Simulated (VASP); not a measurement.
# CeBS2 (R-3m) in VASP: further runs, part 3 of 3

VASP 6.6.1. The steps go on from the part before.

## (5) Single point, LDA

INCAR

```
ALGO = Fast
EDIFF = 1E-7
ENCUT = 520
ISIF = 2
ISMEAR = -1
LASPH = True
LCHARG = False
LREAL = False
LWAVE = False
NBANDS = 22
NELM = 100
PREC = Accurate
SIGMA = 0.1
```

KPOINTS

```
k-points
0
Gamma
  6 6 6
```

POSCAR

```
CeBS2
1.0
    3.8209214700      0.0000000000      0.0000000000
   -1.9104602300      3.3090167600      0.0000000000
    0.0000000000     -2.2060074500      6.4976678700
Ce B S
1 1 2
Direct
    0.5000000000      0.0000000000      0.5000000000
    0.0000000000      0.0000000000      0.0000000000
    0.2414600000      0.4829200000      0.7243800000
    0.7585400000      0.5170800000      0.2756200000
```

Potentials or basis: VASP PAW LDA potentials, release 64 (Ce, B, S).

On the command line:

```console
$ cat potpaw_LDA.64/Ce/POTCAR potpaw_LDA.64/B/POTCAR potpaw_LDA.64/S/POTCAR > POTCAR
$ mpirun -np 1 vasp_std > vasp.out
```

OUTCAR:

```text
EDIFF = 1E-7
   ENCUT = 520
   ISIF = 2
   ISMEAR = -1
   LASPH = True
   LREAL = False
   NELM = 100
   PREC = Accurate

 ion  position               nearest neighbor table
   1  0.500  0.000  0.500-   4 2.64   3 2.64   4 2.64   3 2.64   3 2.64   4 2.64
   2  0.000  0.000  0.000-
   3  0.241  0.483  0.724-   1 2.64   1 2.64   1 2.64
   4  0.759  0.517  0.276-   1 2.64   1 2.64   1 2.64

  LATTYP: Found a trigonal (rhomboedric) cell.
 ALAT       =     6.8619353406
 COS(alpha) =     0.8449708834

  Lattice vectors:

 A1 = (   0.0000000000,  -2.2060074500,   6.4976678700)
 A2 = (   1.9104612400,   1.1030093100,   6.4976678700)
 A3 = (  -1.9104602300,   1.1030093100,   6.4976678700)

Analysis of symmetry for initial positions (statically):
=====================================================================
 Subroutine PRICEL returns:
 Original cell was already a primitive cell.

 Routine SETGRP: Setting up the symmetry group for a
 trigonal (rhombohedral) supercell.

 Subroutine GETGRP returns: Found 12 space group operations
 (whereof 12 operations were pure point group operations)
 out of a pool of 12 trial point group operations.

The static configuration has the point symmetry D_3d.

Analysis of symmetry for dynamics (positions and initial velocities):
=====================================================================
 Subroutine PRICEL returns:
 Original cell was already a primitive cell.

 Routine SETGRP: Setting up the symmetry group for a
 trigonal (rhombohedral) supercell.

 Subroutine GETGRP returns: Found 12 space group operations
 (whereof 12 operations were pure point group operations)
 out of a pool of 12 trial point group operations.

The dynamic configuration has the point symmetry D_3d.

 Subroutine INISYM returns: Found 12 space group operations
 (whereof 12 operations are pure point group operations),
 and found     1 'primitive' translations

----------------------------------------------------------------------------------------

                                     Primitive cell

  volume of cell :      82.1532

  direct lattice vectors                    reciprocal lattice vectors
     3.820921470  0.000000000  0.000000000     0.261716973  0.151102247  0.051300357
    -1.910460230  3.309016760  0.000000000     0.000000000  0.302204574  0.102600741
     0.000000000 -2.206007450  6.497667870     0.000000000  0.000000000  0.153901372

  length of vectors
     3.820921470  3.820922691  6.861935341     0.306527959  0.319146544  0.153901372

  position of ions in fractional coordinates (direct lattice)
     0.500000000  0.000000000  0.500000000
     0.000000000  0.000000000  0.000000000
     0.241460000  0.482920000  0.724380000
     0.758540000  0.517080000  0.275620000

  ion indices of the primitive-cell ions
   primitive index   ion index
                 1           1
                 2           2
                 3           3
                 4           4

----------------------------------------------------------------------------------------

 KPOINTS: k-points

Automatic generation of k-mesh.
 Grid dimensions read from file:
 generate k-points for:    6    6    6

 Generating k-lattice:

  Cartesian coordinates                     Fractional coordinates (reciprocal lattice)
     0.043619495  0.025183708  0.008550060     0.166666667 -0.000000000 -0.000000000
     0.000000000  0.050367429  0.017100124     0.000000000  0.166666667  0.000000000
     0.000000000  0.000000000  0.025650229     0.000000000  0.000000000  0.166666667

  Length of vectors
     0.051087993  0.053191091  0.025650229

  Shift w.r.t. Gamma in fractional coordinates (k-lattice)
     0.000000000  0.000000000  0.000000000

 Subroutine IBZKPT returns following result:
 ===========================================

 Found     32 irreducible k-points:

 Following reciprocal coordinates:
            Coordinates               Weight
  0.000000  0.000000  0.000000      1.000000
  0.166667  0.000000  0.000000      6.000000
  0.333333  0.000000  0.000000      6.000000
  0.500000  0.000000 -0.000000      3.000000
  0.000000  0.166667  0.000000      6.000000
  0.166667  0.166667  0.000000     12.000000
[... 16 lines left out ...]
  0.000000  0.333333  0.166667      6.000000
  0.166667  0.333333  0.166667     12.000000
 [... further k-points ...]
   k-points           NKPTS =     32   k-points in BZ     NKDIM =     32   number of bands    NBANDS=     22
   number of dos      NEDOS =    301   number of ions     NIONS =      4
   total plane-waves  NPLWV =  42336
   dimension x,y,z NGX =    28 NGY =   28 NGZ =   54
   dimension x,y,z NGXF=    56 NGYF=   56 NGZF=  108
   ions per type =               1   1   2
   NGX,Y,Z   is equivalent  to a cutoff of  12.18, 12.18, 13.08 a.u.
   NGXF,Y,Z  is equivalent  to a cutoff of  24.37, 24.37, 26.17 a.u.
 SYSTEM =  unknown system
   PREC   = accura    normal or accurate (medium, high low for compatibility)
   ISTART =      0    job   : 0-new  1-cont  2-samecut
   ICHARG =      2    charge: 1-file 2-atom 10-const
   ISPIN  =      1    spin polarized calculation?
   LNONCOLLINEAR =      F non collinear calculations
   LSORBIT =      F    spin-orbit coupling
   LASPH  =      T    aspherical Exc in radial PAW
   ENCUT  =  520.0 eV  38.22 Ry    6.18 a.u.   7.10  7.10 12.76*2*pi/ulx,y,z
   NELM   =    100;   NELMIN=  2; NELMDL= -5     # of ELM steps
   EDIFF  = 0.1E-06   stopping-criterion for ELM
   LREAL  =      F    real-space projection
   EDIFFG = 0.1E-05   stopping-criterion for IOM
   NSW    =      0    number of steps for IOM
   IBRION =     -1    ionic relax: 0-MD 1-quasi-New 2-CG
   NFREE  =      0    steps in history (QN), initial steepest desc. (CG)
   ISIF   =      2    stress and relaxation
   ISYM   =      2    0-nonsym 1-usesym 2-fastsym
   POTIM  = 0.5000    time-step for ionic-motion
   TEBEG  =    0.0;   TEEND  =   0.0 temperature during run
   PSTRESS=    0.0 pullay stress
   NELECT =      27.0000    total number of electrons
   NUPDOWN=      -1.0000    fix difference up-down
   EMIN   =  10.00;   EMAX   =-10.00  energy-range for DOS
   EFERMI =   0.00;   METHOD = LEGACY
   ISMEAR =    -1;   SIGMA  =   0.10  broadening in eV -4-tet -1-fermi 0-gaus
   EFERMI_NEDOS =   21; number of points for ismear=-14 and -15
   IALGO  =     68    algorithm
   IMIX   =      4    mixing-type and parameters
     AMIX     =   0.40;   BMIX     =  1.00
     AMIX_MAG =   1.60;   BMIX_MAG =  1.00
  volume/ion in A,a.u.               =      20.54       138.60
  Fermi-wavevector in a.u.,A,eV,Ry     =   1.129764  2.134945 17.366036  1.276368
  Thomas-Fermi vector in A             =   2.266459
   LORBIT       =      0    0 simple, 1 ext, 2 COOP (PROOUT), +10 PAW based schemes
   GGA     = CA    functional components
   LHFCALC =     F    Hartree Fock is set to
   AEXX    =    0.0000 exact exchange contribution
   IVDW    =     0    specifies the selected vdW correction
   LEPSILON=     F    determine dielectric tensor
   LRPA    =     F    only Hartree local field effects (RPA)
 non-spin polarized calculation
 RMM-DIIS sequential band-by-band and
  energy-cutoff  :      520.00
  volume of cell :       82.15
 maximum number of plane-waves:      2231
   NGX = 15   NGY = 15   NGZ = 25

 number of electron      26.9999999 magnetization

 Free energy of the ion-electron system (eV)
  ---------------------------------------------------
  ext. energy  EPLUGINS =         0.00000000
  ---------------------------------------------------
  free energy    TOTEN  =       -23.78553954 eV

  energy without entropy =      -23.56712094  energy(sigma->0) =      -23.67633024

 E-fermi :   6.0445     XC(G=0): -10.2330

 val. band max:        6.0415059212   @ k =   0.1667   0.1667   0.3333
 cond. band min:       6.0469327358   @ k =   0.1667   0.1667   0.1667
 fundamental gap:      0.0054268145
 Fermi energy:         6.0444941666

 k-point     1 :       0.0000    0.0000    0.0000
  band No.  band energies     occupation
      1     -28.3783      2.00000
      2     -12.1414      2.00000
      3     -11.0452      2.00000
      4     -11.0452      2.00000
      5      -7.7223      2.00000
      6      -5.8121      2.00000
[... 574 lines left out ...]
      6      -5.9792      2.00000
[... 14 lines left out ...]
     21       7.3425      0.00000
     22       7.8232      0.00000

 [... further k-points ...]

------------------------ aborting loop because EDIFF is reached ----------------------------------------

  FORCE on cell =-STRESS in cart. coord.  units (eV):
  Direction    XX          YY          ZZ          XY          YZ          ZX
  --------------------------------------------------------------------------------------
  -------------------------------------------------------------------------------------
  Total        3.7932406      3.7932445      0.4360893      0.0000006      0.0000002      0.0000000
  in kB       73.9769440     73.9770201      8.5047469      0.0000113      0.0000049      0.0000004
  external PRESSURE =      52.1529037 kB  Pullay stress =       0.0000000 kB

 VOLUME and BASIS-vectors are now :
 -----------------------------------------------------------------------------
  energy-cutoff  :      520.00
  volume of cell :       82.15
      direct lattice vectors                 reciprocal lattice vectors
     3.820921470  0.000000000  0.000000000     0.261716973  0.151102247  0.051300357
    -1.910460230  3.309016760  0.000000000     0.000000000  0.302204574  0.102600741
     0.000000000 -2.206007450  6.497667870     0.000000000  0.000000000  0.153901372

 POSITION                                       TOTAL-FORCE (eV/Angst)
 -----------------------------------------------------------------------------------
      1.91046     -1.10300      3.24883         0.000000      0.000000      0.000000
      0.00000      0.00000      0.00000        -0.000000      0.000000      0.000000
      0.00000      0.00000      4.70678         0.000000      0.000001      1.628825
      1.91046      1.10301      1.79089        -0.000000     -0.000001     -1.628825
 -----------------------------------------------------------------------------------
    total drift:                               -0.000000     -0.000000      0.000000

  FREE ENERGIE OF THE ION-ELECTRON SYSTEM (eV)
  ---------------------------------------------------
  free  energy   TOTEN  =       -23.7855395390 eV

  energy  without entropy=      -23.5671209355  energy(sigma->0) =      -23.67633024
```

OSZICAR:

```text
N       E                     dE             d eps       ncg     rms          rms(c)
DAV:   1     0.199495519620E+03    0.19950E+03   -0.11486E+04  1408   0.123E+03
DAV:   2     0.801617072149E+01   -0.19148E+03   -0.16822E+03  1792   0.242E+02
DAV:   3    -0.242162042085E+02   -0.32232E+02   -0.30731E+02  1754   0.104E+02
[... 40 lines left out ...]
RMM:  44    -0.237855387958E+02   -0.24952E-06   -0.24715E-06  1146   0.348E-03    0.197E-03
RMM:  45    -0.237855390030E+02   -0.20723E-06   -0.20531E-06  1110   0.316E-03    0.399E-04
RMM:  46    -0.237855391850E+02   -0.18197E-06   -0.18265E-06  1087   0.289E-03    0.214E-03
RMM:  47    -0.237855393158E+02   -0.13085E-06   -0.12836E-06  1039   0.259E-03    0.476E-04
RMM:  48    -0.237855394408E+02   -0.12492E-06   -0.12331E-06  1007   0.237E-03    0.201E-03
RMM:  49    -0.237855395390E+02   -0.98193E-07   -0.97379E-07   971   0.217E-03
   1 F= -.23785540E+02 E0= -.23676330E+02  d E =-.218419E+00
```

Run time: 94 s. Hardware: 1 thread of Intel Xeon 6975P-C (Granite Rapids), shared host; peak memory 0.22 GiB.

Results:

```yaml
Free_energy: -23.7855 eV
Pressure: 5.2 GPa
Largest_force: 1.629 eV/Å
Band_gap_on_the_k_mesh: none (metal or under the smearing width)
```

Forces in eV/Å, atoms in the order of the input:
```
Ce   0.000  0.000  0.000
B    0.000  0.000  0.000
S    0.000  0.000  1.629
S    0.000  0.000 -1.629
```

Levels at points of the mesh, in eV from the Fermi level:
```tsv
k point	band 9	band 10	band 11	band 12	band 13	band 14	band 15	band 16	band 17	band 18
(0.00, 0.00, 0.00)	-4.19	-3.32	-2.60	-2.60	-2.52	0.26	0.46	0.46	0.76	0.92
(0.50, 0.00, 0.00)	-4.89	-4.24	-2.62	-2.46	-1.41	0.31	0.33	0.50	0.55	0.58
(0.00, 0.50, 0.00)	-3.96	-3.71	-3.52	-3.07	-2.96	0.14	0.27	0.30	0.37	0.48
(0.00, 0.00, 0.50)	-4.20	-4.20	-2.54	-2.54	-1.14	0.24	0.49	0.49	0.76	0.92
```

Caveat: the run has no spin polarisation, though such a crystal can be magnetic; without U or exact exchange the open f shell lies at the Fermi level, which spoils levels, moments and volumes; forces of over 1 eV/Å show positions far from the minimum, so gaps and moduli don't describe the material at rest. Spin-orbit coupling is left out, which matters for the levels of Ce.

## (6) The runs side by side

| spin | smearing | further INCAR settings | gap on the mesh (eV) | pressure (GPa) | largest force (eV/Å) |
| --- | --- | --- | --- | --- | --- |
| off | fermi-dirac 0.1 eV | ALGO = Fast; EDIFF = 1e-07; NBANDS = 22 | none | 5.2 | 1.63 |
| collinear, twin_end start | fermi-dirac 0.1 eV | ALGO = Fast; EDIFF = 1e-06; NBANDS = 26 | none | 5.2 | 1.63 |
| off | tetrahedron | ALGO = Fast; EDIFF = 1e-07; NBANDS = 22 | none | 4.6 | 1.57 |

Alike in all rows: task single point; level LDA; potentials or basis VASP PAW LDA potentials, release 64 (Ce, B, S); cell as given; k mesh 6 × 6 × 6; cutoff (eV) 520.

Every run on the cell as given and a fine mesh finds a metal.

Caveats: without U or exact exchange the open f shell lies at the Fermi level, which spoils levels, moments and volumes; forces of over 1 eV/Å show positions far from the minimum, so gaps and moduli don't describe the material at rest; the magnetic or orbital state may not be the lowest (some runs); spin-orbit coupling is left out, which moves the levels of the heavy elements (some runs).

Total energies depend on the potentials used, so only differences within one code and one set of settings carry meaning.
